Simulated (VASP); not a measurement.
**Lattice of ZrB2 across functionals and dispersion corrections**

Which functional gives the lattice of ZrB2 as experiment finds it, and is a dearer one worth its cost? The levels: PBE, LDA, r2SCAN and PBE + D3(BJ). LASPH is on for some levels and off for others; the table marks which. The start is a cell from a database of measured crystal structures.

Main program and level: VASP 6.6.1; PBE; plane waves and PAW (Zr_sv, B), in the first sound run; inputs show where later runs differ.

The database entry behind the starting cell differs from later determinations by our own check (rounded, c about 0.3 % short), so it need not match the best structure at ambient conditions.

## 1. The starting structure

Before any relaxation, the start is as follows. The structure is hexagonal, space group P6/mmm (No. 191). The conventional cell has a = 3.165 Å, b = 3.165 Å, c = 3.520 Å, α = 90.00°, β = 90.00°, γ = 120.00°. Nearest to Zr lie 12 B at 2.54 Å. Nearest to B lie 3 B at 1.83 Å and 6 Zr at 2.54 Å. Farther neighbours are not listed.

As a file:

```xyz
3
Lattice="3.1650 0.0000 0.0000 -1.5825 2.7410 0.0000 0.0000 0.0000 3.5200" Properties=species:S:1:pos:R:3 pbc="T T T"
Zr    0.0000    0.0000    0.0000
B     0.0000    1.8273    1.7600
B     1.5825    0.9137    1.7600
```

## 2. Relaxation with PBE

Properties are meant for the cell that this level of theory prefers, so cell and atoms are relaxed first (ISIF = 3) until forces and stress are small; EDIFFG sets the threshold. PBE, the usual starting point, adds the gradient of the density.

Contents of INCAR:

```
SYSTEM = ZrB2
PREC = Accurate
ENCUT = 520
EDIFF = 1E-06
NELM = 100
ISMEAR = -1
SIGMA = 0.05
LREAL = .FALSE.
ALGO = Normal
GGA = PE
NBANDS = 15
LORBIT = 11
LWAVE = .FALSE.
LCHARG = .FALSE.
KPAR = 2
IBRION = 2
NSW = 60
ISIF = 3
EDIFFG = -0.01
```

Contents of POSCAR:

```
ZrB2
1.0
    3.1650000000      0.0000000000      0.0000000000
   -1.5825000000      2.7409704030      0.0000000000
    0.0000000000      0.0000000000      3.5200000000
Zr B
1 2
Direct
    0.0000000000      0.0000000000      0.0000000000
    0.3333333333      0.6666666667      0.5000000000
    0.6666666667      0.3333333333      0.5000000000
```

Contents of KPOINTS:

```
Automatic mesh
0
Gamma
8 8 6
0 0 0
```

The projector-augmented-wave data sets are Zr_sv and B (PBE family, release 64).

Run with:

```bash
$ mpirun -np 2 vasp_std
```

Output:

```text
[banner, memory and clock lines left out]
running    2 mpi-ranks, on    1 nodes
 distrk:  each k-point on    1 cores,    2 groups
 distr:  one band on    1 cores,    1 groups

 POSCAR found type information on POSCAR ZrB
 POSCAR found :  2 types and       3 ions
 LDA part: xc-table for (Slater+PW92), standard interpolation
 POSCAR, INCAR and KPOINTS ok, starting setup
 FFT: planning ... GRIDC
 FFT: planning ... GRID_SOFT
 FFT: planning ... GRID
 WAVECAR not read
 entering main loop
       N       E                     dE             d eps       ncg     rms          rms(c)
DAV:   1     0.106062175017E+03    0.10606E+03   -0.97818E+03  1200   0.120E+03
DAV:   2    -0.234934121509E+02   -0.12956E+03   -0.12506E+03  1515   0.308E+02
DAV:   3    -0.275937985085E+02   -0.41004E+01   -0.40778E+01  1909   0.478E+01
DAV:   4    -0.276644320799E+02   -0.70634E-01   -0.70621E-01  1380   0.584E+00
DAV:   5    -0.276667302709E+02   -0.22982E-02   -0.22982E-02  1847   0.703E-01    0.219E+01
DAV:   6    -0.250159457046E+02    0.26508E+01   -0.62766E+00  1467   0.173E+01    0.884E+00
DAV:   7    -0.249761050330E+02    0.39841E-01   -0.68097E-01  1791   0.528E+00    0.323E+00
DAV:   8    -0.249783281978E+02   -0.22232E-02   -0.88202E-02  1441   0.254E+00    0.483E-01
DAV:   9    -0.249753681446E+02    0.29601E-02   -0.15886E-02  1540   0.969E-01    0.182E-01
DAV:  10    -0.249751911716E+02    0.17697E-03   -0.10464E-03  1426   0.310E-01    0.362E-02
DAV:  11    -0.249751995523E+02   -0.83808E-05   -0.51013E-05  1735   0.691E-02    0.107E-02
DAV:  12    -0.249751981790E+02    0.13733E-05   -0.18006E-06  1163   0.105E-02    0.407E-03
DAV:  13    -0.249751982105E+02   -0.31481E-07   -0.24764E-07   705   0.466E-03
   1 F= -.24975198E+02 E0= -.24974037E+02  d E =-.249752E+02
 curvature:   0.00 expect dE= 0.000E+00 dE for cont linesearch  0.000E+00
 trial: gam= 0.00000 g(F)=  0.277E-50 g(S)=  0.120E-01 ort = 0.000E+00 (trialstep = 0.100E+01)
 search vector abs. value=  0.120E-01
 bond charge predicted
       N       E                     dE             d eps       ncg     rms          rms(c)
DAV:   1    -0.250311161814E+02   -0.55918E-01   -0.18393E+00  1392   0.135E+01    0.303E+00
DAV:   2    -0.249792371849E+02    0.51879E-01   -0.15668E-01  1458   0.416E+00    0.785E-01
DAV:   3    -0.249726153374E+02    0.66218E-02   -0.37083E-02  1820   0.141E+00    0.289E-01
DAV:   4    -0.249735595922E+02   -0.94425E-03   -0.19170E-03  1855   0.290E-01    0.154E-01
DAV:   5    -0.249743108698E+02   -0.75128E-03   -0.16124E-03  1856   0.229E-01    0.915E-02
DAV:   6    -0.249743692454E+02   -0.58376E-04   -0.48537E-05  1803   0.589E-02    0.324E-02
DAV:   7    -0.249743753755E+02   -0.61301E-05   -0.10889E-05  1827   0.258E-02    0.112E-02
DAV:   8    -0.249743752129E+02    0.16264E-06   -0.52674E-07   764   0.833E-03
   2 F= -.24974375E+02 E0= -.24973236E+02  d E =0.822998E-03
[...]
3 F= -.24977969E+02 E0= -.24976820E+02  d E =-.277129E-02
 curvature:  -0.24 expect dE=-0.659E-04 dE for cont linesearch -0.101E-08
 trial: gam= 0.02377 g(F)=  0.161E-50 g(S)=  0.279E-03 ort =-0.716E-05 (trialstep = 0.893E+00)
 search vector abs. value=  0.285E-03
 bond charge predicted
       N       E                     dE             d eps       ncg     rms          rms(c)
DAV:   1    -0.249783505144E+02   -0.38186E-03   -0.17576E-02  1214   0.118E+00    0.936E-02
DAV:   2    -0.249781710387E+02    0.17948E-03   -0.35273E-04  1410   0.153E-01    0.503E-02
DAV:   3    -0.249781052134E+02    0.65825E-04   -0.15747E-04  1445   0.101E-01    0.159E-02
DAV:   4    -0.249781056663E+02   -0.45289E-06   -0.46733E-06  1356   0.180E-02
   4 F= -.24978106E+02 E0= -.24976975E+02  d E =-.136168E-03
 trial-energy change:   -0.000136  1 .order   -0.000133   -0.000249   -0.000018
 step:   0.9622(harm=  0.9622)  dis= 0.00000  next Energy=   -24.978104 (dE=-0.134E-03)
 reached required accuracy - stopping structural energy minimisation
```

The job ended after 31 s (2 MPI ranks of AMD EPYC 7R43, shared host; peak memory 0.23 GiB; 60 s of CPU time).

The logs omit lines about the potential files and the build; timing stands in the text.

Parts of OUTCAR (step 2):

```text
ion  position               nearest neighbor table
   1  0.000  0.000  0.000-   2 2.54   3 2.54   2 2.54   3 2.54   3 2.54   3 2.54   2 2.54   2 2.54
                             3 2.54   3 2.54   2 2.54   2 2.54
   2  0.333  0.667  0.500-   3 1.83   3 1.83   3 1.83   1 2.54   1 2.54   1 2.54   1 2.54   1 2.54
                             1 2.54
   3  0.667  0.333  0.500-   2 1.83   2 1.83   2 1.83   1 2.54   1 2.54   1 2.54   1 2.54   1 2.54
                             1 2.54

  LATTYP: Found a hexagonal cell.
 ALAT       =     3.1650000000
 C/A-ratio  =     1.1121642970

 Subroutine GETGRP returns: Found 24 space group operations
 (whereof 24 operations were pure point group operations)

The static configuration has the point symmetry D_6h.

 Found     40 irreducible k-points:

   k-points           NKPTS =     40   k-points in BZ     NKDIM =     40   number of bands    NBANDS=     15

   dimension x,y,z NGX =    24 NGY =   24 NGZ =   28
   dimension x,y,z NGXF=    48 NGYF=   48 NGZF=   56

   ENCUT  =  520.0 eV  38.22 Ry    6.18 a.u.   5.88  5.88  6.54*2*pi/ulx,y,z

   NELECT =      18.0000    total number of electrons

 k-points in reciprocal lattice and weights: Automatic mesh
   0.00000000  0.00000000  0.00000000       0.003
   0.12500000 -0.00000000  0.00000000       0.016
   0.25000000 -0.00000000  0.00000000       0.016
   0.37500000 -0.00000000  0.00000000       0.016
   0.50000000 -0.00000000  0.00000000       0.008
   0.12500000  0.12500000  0.00000000       0.016
   0.25000000  0.12500000  0.00000000       0.031
   0.37500000  0.12500000  0.00000000       0.031
   0.25000000  0.25000000  0.00000000       0.016
[...]
0.25000000  0.25000000  0.50000000       0.016
   0.37500000  0.25000000  0.50000000       0.016

 average (electrostatic) potential at core
       1 -72.8918       2 -22.0880       3 -22.0880

 E-fermi :  10.6148

 k-point     1 :       0.0000    0.0000    0.0000
  band No.  band energies     occupation
    ...
      5      -2.2321      2.00000
      6       7.8732      2.00000
      7       7.8732      2.00000
      8       7.9035      2.00000
      9       8.1163      2.00000
     10      13.8675      0.00000
     11      13.8675      0.00000
     12      14.6264      0.00000
     13      14.6264      0.00000
     14      15.3430      0.00000
    ...

 k-point     2 :       0.1250   -0.0000    0.0000
  band No.  band energies     occupation
    ...
      5      -1.9241      2.00000
      6       7.0238      2.00000
      7       7.8014      2.00000
      8       7.8694      2.00000
      9       8.1822      2.00000
     10      13.3189      0.00000
     11      13.6809      0.00000
     12      13.9063      0.00000
     13      14.2850      0.00000
     14      16.4049      0.00000
    ...

 k-point     3 :       0.2500   -0.0000    0.0000
  band No.  band energies     occupation
    ...
      5      -1.0703      2.00000
      6       5.3227      2.00000
      7       7.2072      2.00000
      8       7.7530      2.00000
      9       8.4828      2.00000
     10      12.6277      0.00000
     11      13.2735      0.00000
     12      13.9438      0.00000
     13      14.1051      0.00000
     14      16.7338      0.00000
    ...

  Total       -0.0045440     -0.0045440      0.0068398      0.0000000     -0.0000000      0.0000000
  in kB       -0.2358668     -0.2358668      0.3550368      0.0000000     -0.0000000      0.0000000
  external PRESSURE =      -0.0388989 kB  Pullay stress =       0.0000000 kB

  energy-cutoff  :      520.00
  volume of cell :       30.87
      direct lattice vectors                 reciprocal lattice vectors
     3.172123373 -0.000000000  0.000000000     0.315246251  0.182007508  0.000000000
    -1.586061687  2.747139425 -0.000000000     0.000000000  0.364015015  0.000000000
    -0.000000000 -0.000000000  3.542025827    -0.000000000  0.000000000  0.282324311

 POSITION                                       TOTAL-FORCE (eV/Angst)
 -----------------------------------------------------------------------------------
      0.00000     -0.00000      0.00000         0.000000      0.000000      0.000000
     -0.00000      1.83143      1.77101        -0.000000     -0.000000     -0.000000
      1.58606      0.91571      1.77101         0.000000      0.000000      0.000000
 -----------------------------------------------------------------------------------
    total drift:                               -0.000000      0.000000      0.000000

  FREE ENERGIE OF THE ION-ELECTRON SYSTEM (eV)
  ---------------------------------------------------
  free  energy   TOTEN  =       -24.9781056663 eV

  energy  without entropy=      -24.9758443704  energy(sigma->0) =      -24.97697502

 reached required accuracy - stopping structural energy minimisation

 total charge
# of ion       s       p       d       tot
------------------------------------------
    1        2.167   6.029   1.766   9.962
    2        0.664   1.237   0.000   1.901
    3        0.664   1.237   0.000   1.901
--------------------------------------------------
tot          3.495   8.503   1.766  13.764

[... 3 further parts left out ...]
```

The k-mesh is coarse for a metal. The run keeps the 24 symmetry operations of its start, so it cannot find a distortion of lower symmetry.

The steps of the relaxation:

| step | energy less that of the first step (eV) | largest force (eV/Å) | pressure (GPa) | volume (Å³) |
| --- | --- | --- | --- | --- |
| 1 | 0.0000 | 0.0000 | 2.56 | 30.54 |
| 2 | 0.0008 | 0.0000 | -2.96 | 31.26 |
| 3 | -0.0028 | 0.0000 | -0.08 | 30.87 |
| 4 | -0.0029 | 0.0000 | 0.00 | 30.87 |

| conventional cell, symmetrised | before | after | change |
| --- | --- | --- | --- |
| a (Å) | 3.165 | 3.172 | +0.2 % |
| b (Å) | 3.165 | 3.172 | +0.2 % |
| c (Å) | 3.520 | 3.542 | +0.6 % |
| volume (Å³/atom) | 10.18 | 10.29 | +1.1 % |

The relaxed structure:

```xyz
3
Lattice="3.1721 0.0000 0.0000 -1.5861 2.7471 0.0000 0.0000 0.0000 3.5420" Properties=species:S:1:pos:R:3 pbc="T T T"
Zr    0.0000    0.0000    0.0000
B     0.0000    1.8314    1.7710
B     1.5861    0.9157    1.7710
```

Numbers from this step:

```
electrons                              : 18
bands                                  : 15
irreducible k-points                   : 40
symmetry operations                    : 24
free energy (TOTEN)                    : -24.98 eV
energy at zero smearing                : -24.98 eV
Fermi energy                           : 10.61 eV
pressure                               : -0.003890 GPa
metallic, judged on the points sampled : yes
SCF cycles over all ionic steps        : 33
```

It ends with forces that vanish by symmetry and a pressure of 0.00 GPa. The volume lies +1.1 % from that of the database's start. The conventional cell has a = 3.172 and c = 3.542 Å.

(Continued in part 2 of 2.)

[Lines on the potential files, build, host, timing and source positions are cut from VASP's logs without a mark.]

[Logs are printed without paths, hosts, clocks, repeated set-up lines and the standing remarks that a program may print on its own settings, such as how far it seeks lower states.]

[Hosts, paths, dates, database ids (printed as entryN), source tags and the programs' standing remarks are cut or masked in the printed files.]

[A measured line is paired with the nearest computed mode of its activity, which favours agreement.]

[In band tables of VASP the shares of atoms and orbitals are scaled to a sum of 1 inside the atoms' spheres.]
